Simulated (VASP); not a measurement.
## CaZr with BLYP: from relaxation to properties

Wanted: the relaxed cell of CaZr and its properties. The steps: first try, relaxing cell and atoms (BLYP), second relaxation, single point with fields (BLYP), band structure (BLYP), total and projected DOS (BLYP), volume scan with BLYP, fit for BLYP, core levels (BLYP) and total energy, forces and stress (BLYP), changed input. The cell is invented: it takes the structure of a Materials Project entry for CaPb (space group 123 there), with some of its atoms replaced by other elements, volume scaled by an estimate. It may not be a known or stable phase. The atoms of the start are displaced at random from the sites of a P4/mmm cell.

Method: BLYP; plane waves and PAW (Zr_sv, Ca_sv); invented cell, in VASP 6.6.1.

## Step 1: The structure

Before any relaxation, the start is as follows. Symmetry: P1, No. 1, triclinic system. The conventional cell has a = 3.459 Å, b = 3.459 Å, c = 4.487 Å, α = 90.00°, β = 90.00°, γ = 90.00°. Nearest to Zr lie 8 Ca at 3.28 to 3.36 Å and 4 Zr at 3.46 Å. Nearest to Ca lie 8 Zr at 3.28 to 3.36 Å and 4 Ca at 3.46 Å. It derives from CaPb. it takes the structure of a Materials Project entry for CaPb (space group 123 there), with some of its atoms replaced by other elements, volume scaled by an estimate. Farther neighbours are not listed.

Structure file:

```xyz
2
Lattice="3.4586 0.0000 0.0000 0.0000 3.4586 0.0000 0.0000 0.0000 4.4874" Properties=species:S:1:pos:R:3 pbc="T T T"
Zr    1.7298    1.7435    2.2339
Ca   -0.0078   -0.0154    0.0149
```

## Step 2: First try

This run is made with a changed input; what comes of it follows.

Input file INCAR:

```
SYSTEM = CaZr
PREC = Low
ENCUT = 250
EDIFF = 1E-06
NELM = 90
ISMEAR = 1
SIGMA = 0.2
LREAL = .FALSE.
ALGO = Normal
GGA = B5
ALDAX = 1
AGGAX = 1
AGGAC = 1
ALDAC = 0
LORBIT = 11
LWAVE = .FALSE.
LCHARG = .FALSE.
IBRION = 2
NSW = 30
ISIF = 3
EDIFFG = -0.01
```

Input file POSCAR:

```
CaZr
1.0
    3.4586310000      0.0000000000      0.0000000000
    0.0000000000      3.4586310000      0.0000000000
    0.0000000000      0.0000000000      4.4873820000
Zr Ca
1 1
Direct
    0.5001500000      0.5040960000      0.4978110000
   -0.0022520000     -0.0044630000      0.0033140000
```

Input file KPOINTS:

```
Automatic mesh
0
Gamma
6 6 5
0 0 0
```

Potentials, in the order of the species: Zr_sv and Ca_sv (PBE family, release 64).

Run with:

```
> mpirun -np 1 vasp_std
```

The program printed:

```text
[banner, memory and clock lines left out]
running    1 mpi-ranks, on    1 nodes
 distrk:  each k-point on    1 cores,    1 groups
 distr:  one band on    1 cores,    1 groups

 POSCAR found type information on POSCAR ZrCa
 POSCAR found :  2 types and       2 ions
|                                                                             |
|               ----> ADVICE to this user running VASP <----                  |
|                                                                             |
|     You enforced a specific xc type in the INCAR file but a different       |
|     [... a line on the potential file left out ...]
|     I HOPE YOU KNOW WHAT YOU ARE DOING!                                     |
|                                                                             |

 LDA part: xc-table for (Slater(with rela. corr.)+VWN5), standard interpolation
 POSCAR, INCAR and KPOINTS ok, starting setup
 FFT: planning ... GRIDC
 FFT: planning ... GRID_SOFT
 FFT: planning ... GRID
 WAVECAR not read
 entering main loop
       N       E                     dE             d eps       ncg     rms          rms(c)
DAV:   1     0.123425759245E+03    0.12343E+03   -0.83076E+03  2919   0.854E+02
DAV:   2    -0.882143108336E+00   -0.12431E+03   -0.12324E+03  3383   0.285E+02
DAV:   3    -0.844679846902E+01   -0.75647E+01   -0.74864E+01  5408   0.477E+01
DAV:   4    -0.854883909044E+01   -0.10204E+00   -0.10200E+00  3152   0.561E+00
DAV:   5    -0.855163827009E+01   -0.27992E-02   -0.27992E-02  4290   0.648E-01    0.735E+00
DAV:   6    -0.762824269303E+01    0.92340E+00   -0.84496E+00  3299   0.128E+01    0.252E+00
DAV:   7    -0.761518938138E+01    0.13053E-01   -0.35299E-01  3985   0.324E+00    0.183E+00
DAV:   8    -0.762085199681E+01   -0.56626E-02   -0.55234E-02  3756   0.171E+00    0.414E-01
DAV:   9    -0.762177143961E+01   -0.91944E-03   -0.97101E-03  4150   0.520E-01    0.157E-01
DAV:  10    -0.762217189213E+01   -0.40045E-03   -0.16306E-03  4141   0.260E-01    0.383E-02
DAV:  11    -0.762222983494E+01   -0.57943E-04   -0.14659E-04  3442   0.725E-02    0.379E-02
DAV:  12    -0.762223136914E+01   -0.15342E-05   -0.25525E-05  3572   0.436E-02    0.493E-03
DAV:  13    -0.762223121091E+01    0.15823E-06   -0.47981E-06  2780   0.132E-02
   1 F= -.76222312E+01 E0= -.76216802E+01  d E =-.762223E+01
 curvature:   0.00 expect dE= 0.000E+00 dE for cont linesearch  0.000E+00
 trial: gam= 0.00000 g(F)=  0.195E-02 g(S)=  0.141E+00 ort = 0.000E+00 (trialstep = 0.100E+01)
 search vector abs. value=  0.143E+00
 bond charge predicted
       N       E                     dE             d eps       ncg     rms          rms(c)
DAV:   1    -0.906142243421E+01   -0.14392E+01   -0.46029E+01  2998   0.725E+01    0.753E+00
DAV:   2    -0.792790553447E+01    0.11335E+01   -0.61733E+00  3621   0.198E+01    0.372E+00
DAV:   3    -0.764393307742E+01    0.28397E+00   -0.89271E-01  4284   0.766E+00    0.997E-01
DAV:   4    -0.766421623684E+01   -0.20283E-01   -0.24562E-01  4822   0.219E+00    0.802E-01
DAV:   5    -0.768112254604E+01   -0.16906E-01   -0.12994E-02  3460   0.666E-01    0.423E-01
DAV:   6    -0.769112417743E+01   -0.10002E-01   -0.21426E-02  4681   0.499E-01    0.850E-02
DAV:   7    -0.769148757262E+01   -0.36340E-03   -0.45820E-04  3244   0.171E-01    0.350E-02
DAV:   8    -0.769151193396E+01   -0.24361E-04   -0.64133E-05  4986   0.410E-02    0.923E-03
DAV:   9    -0.769151567571E+01   -0.37418E-05   -0.36448E-06  2529   0.134E-02    0.451E-03
DAV:  10    -0.769151564519E+01    0.30527E-07   -0.81951E-07  1744   0.850E-03
   2 F= -.76915156E+01 E0= -.76916411E+01  d E =-.692844E-01
[... from here on, the cycles between the ionic steps are left out ...]
   3 F= -.76916083E+01 E0= -.76917198E+01  d E =-.693771E-01
   4 F= -.77203454E+01 E0= -.77201382E+01  d E =-.287371E-01
   5 F= -.77399501E+01 E0= -.77400725E+01  d E =-.483418E-01
   6 F= -.77406271E+01 E0= -.77410673E+01  d E =-.676973E-03
   7 F= -.77442727E+01 E0= -.77445635E+01  d E =-.432261E-02
   8 F= -.77442709E+01 E0= -.77445639E+01  d E =-.432072E-02
   9 F= -.77442660E+01 E0= -.77445624E+01  d E =-.431591E-02
  10 F= -.77443837E+01 E0= -.77447834E+01  d E =-.117666E-03
  11 F= -.77444145E+01 E0= -.77448927E+01  d E =-.148470E-03
 curvature:  -1.16 expect dE=-0.188E-04 dE for cont linesearch -0.268E-05
 ZBRENT: extrapolating
 opt :   2.4846  next Energy=    -7.744418 (dE=-0.152E-03)
 bond charge predicted
       N       E                     dE             d eps       ncg     rms          rms(c)
DAV:   1    -0.774448152845E+01   -0.67613E-04   -0.52330E-03  2823   0.720E-01    0.542E-02
DAV:   2    -0.774442738985E+01    0.54139E-04   -0.14896E-04  3005   0.100E-01    0.258E-02
DAV:   3    -0.774441183450E+01    0.15555E-04   -0.43796E-05  3765   0.517E-02    0.799E-03
DAV:   4    -0.774441201541E+01   -0.18091E-06   -0.29102E-06  3126   0.104E-02
  12 F= -.77444120E+01 E0= -.77449312E+01  d E =-.145972E-03
 curvature:  -1.69 expect dE=-0.235E-04 dE for cont linesearch -0.737E-06
 trial: gam= 0.04206 g(F)=  0.819E-06 g(S)=  0.131E-04 ort =-0.833E-05 (trialstep = 0.144E+01)
 search vector abs. value=  0.135E-04
 reached required accuracy - stopping structural energy minimisation
```

Wall time 96 s (1 MPI rank of AMD EPYC 7R43, shared host); peak memory 0.09 GiB.

The logs omit lines about the potential files and the build; timing stands in the text.

Parts of OUTCAR (step 2):

```text
ion  position               nearest neighbor table
   1  0.500  0.504  0.498-   2 3.28   2 3.29   2 3.31   2 3.32   2 3.32   2 3.32   2 3.35   2 3.36

  LATTYP: Found a simple tetragonal cell.
 ALAT       =     3.4586310000
 C/A-ratio  =     1.2974445669

 Subroutine GETGRP returns: Found  1 space group operations
 (whereof  1 operations were pure point group operations)

The static configuration has the point symmetry C_1 .

 Found     92 irreducible k-points:

   k-points           NKPTS =     92   k-points in BZ     NKDIM =     92   number of bands    NBANDS=     15

   dimension x,y,z NGX =    14 NGY =   14 NGZ =   18
   dimension x,y,z NGXF=    18 NGYF=   18 NGZF=   24

   ENCUT  =  250.0 eV  18.37 Ry    4.29 a.u.   4.46  4.46  5.79*2*pi/ulx,y,z

   NELECT =      22.0000    total number of electrons

 k-points in reciprocal lattice and weights: Automatic mesh
   0.00000000  0.00000000  0.00000000       0.006
   0.16666667  0.00000000  0.00000000       0.011
   0.00000000  0.16666667  0.00000000       0.011
   0.33333333  0.00000000  0.00000000       0.011
   0.00000000  0.33333333  0.00000000       0.011
   0.50000000  0.00000000  0.00000000       0.006
   0.00000000  0.50000000  0.00000000       0.006
   0.16666667  0.16666667  0.00000000       0.011
  -0.16666667  0.16666667  0.00000000       0.011
[...]
0.33333333  0.50000000  0.40000000       0.011
   0.50000000  0.50000000  0.40000000       0.011

 average (electrostatic) potential at core
       1 -78.3523       2 -43.8454

 E-fermi :   5.6727

 k-point     1 :       0.0000    0.0000    0.0000
  band No.  band energies     occupation
    ...
      7     -15.9446      2.00000
      8     -15.9446      2.00000
      9       1.1133      2.00000
     10       4.0482      2.00000
     11       4.7138      2.00000
     12       7.5062     -0.00000
     13       7.5065     -0.00000
     14       7.7695     -0.00000
     15       8.0348     -0.00000

 k-point     2 :       0.1667    0.0000    0.0000
  band No.  band energies     occupation
    ...
      7     -16.0271      2.00000
      8     -15.9371      2.00000
      9       1.6016      2.00000
     10       4.4071      2.00000
     11       5.0096      2.00003
     12       6.5987     -0.00000
     13       7.6739     -0.00000
     14       7.7697     -0.00000
     15       8.1847     -0.00000

 k-point     3 :       0.0000    0.1667    0.0000
  band No.  band energies     occupation
    ...
      7     -16.0271      2.00000
      8     -15.9372      2.00000
      9       1.6016      2.00000
     10       4.4071      2.00000
     11       5.0096      2.00003
     12       6.5988     -0.00000
     13       7.6738     -0.00000
     14       7.7697     -0.00000
     15       8.1847     -0.00000

  Total        0.0135948      0.0137573      0.0122243     -0.0001729     -0.0029812     -0.0011023
  in kB        0.3895001      0.3941545      0.3502337     -0.0049540     -0.0854136     -0.0315822
  external PRESSURE =       0.3779628 kB  Pullay stress =       0.0000000 kB

  energy-cutoff  :      250.00
  volume of cell :       55.92
      direct lattice vectors                 reciprocal lattice vectors
     3.348531080  0.000030504  0.000093450     0.298638411 -0.000002720 -0.000012610
     0.000030504  3.348470456  0.000266336    -0.000002720  0.298643821 -0.000037344
     0.000210601  0.000623659  4.987425709    -0.000005596 -0.000015948  0.200504242

 POSITION                                       TOTAL-FORCE (eV/Angst)
 -----------------------------------------------------------------------------------
      1.67109      1.67454      2.49692        -0.001058     -0.002547     -0.000941
      3.34482      3.34729      0.00294         0.001058      0.002547      0.000941
 -----------------------------------------------------------------------------------
    total drift:                               -0.000612     -0.000099     -0.001278

  FREE ENERGIE OF THE ION-ELECTRON SYSTEM (eV)
  ---------------------------------------------------
  free  energy   TOTEN  =        -7.7444120154 eV

  energy  without entropy=       -7.7459695495  energy(sigma->0) =       -7.74493119

 reached required accuracy - stopping structural energy minimisation

 total charge
# of ion       s       p       d       tot
------------------------------------------
    1        2.227   5.909   1.661   9.797
    2        2.088   5.835   0.315   8.238
--------------------------------------------------
tot          4.315  11.743   1.976  18.035

[... 3 further parts left out ...]
```

CONTCAR:

```
CaZr
   1.00000000000000
     3.3485310796547383    0.0000305042366866    0.0000934504308066
     0.0000305039606278    3.3484704558428282    0.0002663359821934
     0.0002106014399183    0.0006236588899877    4.9874257087125340
  Zr              Ca
     1     1
Direct
     0.4990166326437855    0.4999943752640998    0.5006068562107460
     0.9988813673562137    0.9996386247358959    0.0005181437892559
```

Convergence was reached, but on settings outside the sound range, so the numbers are no properties of the crystal.

The fault in the input: cell relaxed at a low cutoff (ENCUT = 250 and PREC = "Low"). Relax cells at about 1.3 times the default cutoff with PREC = Accurate.

(Continued in part 2 of 5.)

[Lines on the potential files, build, host, timing and source positions are cut from VASP's logs without a mark.]

[Logs are printed without paths, hosts, clocks, repeated set-up lines and the standing remarks that a program may print on its own settings, such as how far it seeks lower states.]

[Hosts, paths, dates, database ids (printed as entryN), source tags and the programs' standing remarks are cut or masked in the printed files.]

[A measured line is paired with the nearest computed mode of its activity, which favours agreement.]
